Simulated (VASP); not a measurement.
A run of VASP 6.6.1 is set up as follows.

INCAR

```
SYSTEM = InHICl
PREC     = Accurate       ! precision mode
ENCUT    = 520            ! plane-wave cutoff, eV
EDIFF    = 1E-7           ! SCF threshold, eV
ISMEAR   = 0              ! smearing method
SIGMA    = 0.01           ! smearing width, eV
LREAL    = .FALSE.        ! projectors in reciprocal space
LASPH    = .TRUE.         ! aspherical terms in the spheres
NELM     = 100            ! most SCF steps
ALGO     = Normal         ! electronic algorithm
ISIF     = 2              ! what is computed and relaxed
LWAVE    = .FALSE.        ! write WAVECAR
LCHARG   = .FALSE.        ! write CHGCAR
GGA      = PE             ! functional
NBANDS   = 22             ! bands
```

The input KPOINTS:

```
regular mesh
0
G
  1 1 1
  0 0 0
```

Contents of POSCAR:

```
InHICl
1.0
   12.0000000000      0.0000000000      0.0000000000
    0.0000000000     13.0000000000      0.0000000000
    0.0000000000      0.0000000000     11.0000000000
Cl In I H
1 1 1 1
Direct
    0.3788916700      0.5504615400      0.4383136400
    0.5526333300      0.5421461500      0.5304136400
    0.6218333300      0.3521230800      0.5678681800
    0.6232750000      0.6511076900      0.5673863600
```

Potentials or basis: VASP PAW PBE potentials, release 64 (Cl, In_d, I, H).

Run with:

```sh
$ cat potpaw_PBE.64/Cl/POTCAR potpaw_PBE.64/In_d/POTCAR potpaw_PBE.64/I/POTCAR potpaw_PBE.64/H/POTCAR > POTCAR
$ mpirun -np 1 vasp_gam > vasp.out
```

Task: Predict the gap between the frontier levels.

Result: 3.95 eV.

Task: Estimate the largest force.

Result: 0.316 eV/Å.

Forces in eV/Å, atoms in the order of the input:
```
Cl  -0.282  0.020 -0.140
In   0.122  0.091  0.061
I    0.084 -0.249  0.042
H    0.076  0.138  0.037
```

Caveat: spin-orbit coupling is left out, which moves the levels of the heavy elements.
